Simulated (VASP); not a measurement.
All values below come from MS2 meta-GGA, VASP's PBE PAW potentials (set 64) (plane waves; VASP).

Input for VASP

INCAR:
```
! general
SYSTEM   =  Sr
PREC     =  Accurate
ENCUT    =  520
LREAL    =  .FALSE.   ! projection in real space or not
LASPH    =  .TRUE.

! electronic loop
EDIFF    =  1E-7   ! SCF stop (eV)
NELM     =  100   ! most electronic steps
ALGO     =  Normal
LMAXMIX  =  4   ! l cut-off of mixed one-centre charges
LMIXTAU  =  .TRUE.

! smearing
ISMEAR   =  1   ! Methfessel-Paxton
SIGMA    =  0.1   ! width (eV)

! functional
METAGGA  =  MS2

! ions
ISIF     =  2

! output
LWAVE    =  .FALSE.
LCHARG   =  .FALSE.
```

### POSCAR
```
Sr
1
    0.0000000000     3.0506970980     3.0506970980
    3.0506970980     0.0000000000     3.0506970980
    3.0506970980     3.0506970980     0.0000000000
Sr
1
Direct
  0.0000000000   0.0000000000   0.0000000000
```

KPOINTS:
```
K-points
0
gamma
  11 11 11
```

POTCAR, in this order: Sr_sv (PBE.64 set). Program: vasp_std.

Output

**OSZICAR**
```
       N       E                     dE             d eps       ncg     rms          rms(c)
DAV:   1     0.276451145821E+02    0.27645E+02   -0.46155E+03  1008   0.903E+02
DAV:   2    -0.148281398337E+02   -0.42473E+02   -0.41913E+02  1204   0.171E+02
DAV:   3    -0.210558203068E+02   -0.62277E+01   -0.59293E+01  1688   0.395E+01
DAV:   4    -0.212145327320E+02   -0.15871E+00   -0.15805E+00  1401   0.699E+00
DAV:   5    -0.212213049901E+02   -0.67723E-02   -0.67649E-02  1606   0.109E+00    0.533E+01
DAV:   6    -0.325172565637E+01    0.17970E+02   -0.40027E+02  1054   0.980E+01    0.268E+01
DAV:   7    -0.655841426887E+01   -0.33067E+01   -0.47903E+00  1126   0.190E+01    0.306E+01
DAV:   8    -0.145610824663E+02   -0.80027E+01   -0.19807E+00  1448   0.194E+01    0.411E+01
DAV:   9    -0.130574612538E+02    0.15036E+01   -0.87431E-02  1181   0.428E+00    0.355E+01
DAV:  10    -0.348652630476E+01    0.95709E+01   -0.30685E+00  1027   0.302E+01    0.794E+00
DAV:  11    -0.292994390571E+01    0.55658E+00   -0.18062E-01  1274   0.415E+00    0.766E+00
DAV:  12    -0.260233257589E+01    0.32761E+00   -0.11146E-01  1496   0.304E+00    0.738E+00
DAV:  13    -0.261269208761E+01   -0.10360E-01   -0.57657E-02  1019   0.343E+00    0.682E+00
DAV:  14    -0.201296136402E+01    0.59973E+00   -0.99579E-01  1377   0.103E+01    0.626E+00
DAV:  15    -0.227552606112E+01   -0.26256E+00   -0.94791E-02  1032   0.301E+00    0.465E+00
DAV:  16    -0.225420648050E+01    0.21320E-01   -0.51507E-02  1579   0.185E+00    0.405E+00
DAV:  17    -0.259552052665E+01   -0.34131E+00   -0.70710E-01  1082   0.529E+00    0.814E+00
DAV:  18    -0.269197915554E+01   -0.96459E-01   -0.48344E-02  1572   0.183E+00    0.786E+00
DAV:  19    -0.286185783267E+01   -0.16988E+00   -0.50997E-02  1481   0.195E+00    0.914E+00
DAV:  20    -0.213092355953E+01    0.73093E+00   -0.71808E-01  1171   0.110E+01    0.588E+00
DAV:  21    -0.207360366898E+01    0.57320E-01   -0.15743E-01  1453   0.293E+00    0.549E+00
DAV:  22    -0.218304505774E+01   -0.10944E+00   -0.35202E-02  1012   0.211E+00    0.410E+00
DAV:  23    -0.204225371386E+01    0.14079E+00   -0.16977E-01  1008   0.532E+00    0.219E+00
DAV:  24    -0.213492292859E+01   -0.92669E-01   -0.17706E-01  1008   0.478E+00    0.175E+00
DAV:  25    -0.217103378741E+01   -0.36111E-01   -0.46252E-02  1010   0.246E+00    0.129E+00
DAV:  26    -0.217777116302E+01   -0.67374E-02   -0.66947E-02  1008   0.177E+00    0.127E+00
DAV:  27    -0.217112708625E+01    0.66441E-02   -0.45477E-02  1062   0.112E+00    0.110E+00
DAV:  28    -0.216297020680E+01    0.81569E-02   -0.32421E-02  1028   0.128E+00    0.582E-01
DAV:  29    -0.216643708166E+01   -0.34669E-02   -0.11634E-02  1032   0.123E+00    0.360E-01
DAV:  30    -0.216754375654E+01   -0.11067E-02   -0.65469E-03  1009   0.690E-01    0.480E-01
DAV:  31    -0.216673657836E+01    0.80718E-03   -0.16349E-03  1082   0.259E-01    0.487E-01
DAV:  32    -0.216337066439E+01    0.33659E-02   -0.11402E-02  1008   0.452E-01    0.616E-01
DAV:  33    -0.216297862310E+01    0.39204E-03   -0.26468E-04  1365   0.198E-01    0.610E-01
DAV:  34    -0.216457806608E+01   -0.15994E-02   -0.22397E-03  1043   0.308E-01    0.167E-01
DAV:  35    -0.216431163453E+01    0.26643E-03   -0.45359E-04  1017   0.225E-01    0.728E-02
DAV:  36    -0.216462979115E+01   -0.31816E-03   -0.24277E-04  1040   0.146E-01    0.130E-01
DAV:  37    -0.216503451946E+01   -0.40473E-03   -0.14440E-04  1035   0.708E-02    0.197E-01
DAV:  38    -0.216538942051E+01   -0.35490E-03   -0.26457E-04  1052   0.102E-01    0.157E-01
DAV:  39    -0.216709487711E+01   -0.17055E-02   -0.42685E-03  1010   0.296E-01    0.108E-01
DAV:  40    -0.216806772958E+01   -0.97285E-03   -0.21640E-03  1180   0.197E-01    0.611E-02
DAV:  41    -0.216949540701E+01   -0.14277E-02   -0.44472E-03  1031   0.344E-01    0.708E-02
DAV:  42    -0.217051109787E+01   -0.10157E-02   -0.32847E-03  1231   0.289E-01    0.556E-02
DAV:  43    -0.217118131076E+01   -0.67021E-03   -0.22035E-03  1063   0.312E-01    0.548E-02
DAV:  44    -0.217146602719E+01   -0.28472E-03   -0.62675E-04  1502   0.162E-01    0.618E-02
DAV:  45    -0.217164432411E+01   -0.17830E-03   -0.36637E-04  1053   0.159E-01    0.481E-02
DAV:  46    -0.217194051769E+01   -0.29619E-03   -0.33903E-03  1047   0.426E-01    0.563E-02
DAV:  47    -0.217195062424E+01   -0.10107E-04   -0.86509E-05  1772   0.888E-02    0.655E-02
DAV:  48    -0.217195436271E+01   -0.37385E-05   -0.35337E-05  1118   0.563E-02    0.747E-03
DAV:  49    -0.217195072789E+01    0.36348E-05   -0.46513E-05  1038   0.470E-02    0.249E-03
DAV:  50    -0.217195334001E+01   -0.26121E-05   -0.31918E-05  1042   0.406E-02    0.217E-03
DAV:  51    -0.217195360205E+01   -0.26204E-06   -0.22736E-06  1079   0.238E-02    0.385E-03
DAV:  52    -0.217195390488E+01   -0.30283E-06   -0.72806E-07  1299   0.811E-03    0.901E-04
DAV:  53    -0.217195382952E+01    0.75360E-07   -0.64961E-07  1062   0.795E-03
   1 F= -.21719538E+01 E0= -.21718070E+01  d E =-.440596E-03
```

File OUTCAR:
```
------------------------ aborting loop because EDIFF is reached ----------------------------------------
  FORCE on cell =-STRESS in cart. coord.  units (eV):
  Direction    XX          YY          ZZ          XY          YZ          ZX
  --------------------------------------------------------------------------------------
  Total       -0.1216342     -0.1216342     -0.1216342     -0.0000000      0.0000000     -0.0000000
  in kB       -3.4319349     -3.4319349     -3.4319349     -0.0000000      0.0000000     -0.0000000
  external PRESSURE =      -3.4319349 kB  Pullay stress =       0.0000000 kB
  volume of cell :       56.78
      direct lattice vectors                 reciprocal lattice vectors
     0.000000000  3.050697098  3.050697098    -0.163896966  0.163896966  0.163896966
     3.050697098  0.000000000  3.050697098     0.163896966 -0.163896966  0.163896966
     3.050697098  3.050697098  0.000000000     0.163896966  0.163896966 -0.163896966
 POSITION                                       TOTAL-FORCE (eV/Angst)
 -----------------------------------------------------------------------------------
      0.00000      0.00000      0.00000         0.000000      0.000000     -0.000000
 -----------------------------------------------------------------------------------
    total drift:                                0.000000      0.000000      0.000000
  FREE ENERGIE OF THE ION-ELECTRON SYSTEM (eV)
  ---------------------------------------------------
  free  energy   TOTEN  =        -2.1719538295 eV

  energy  without entropy=       -2.1715132334  energy(sigma->0) =       -2.17180696
```
(Selected blocks of OUTCAR.)

The compound is Sr in the fcc structure. This cell is one point of a volume scan, at 1.03 of the reference volume.
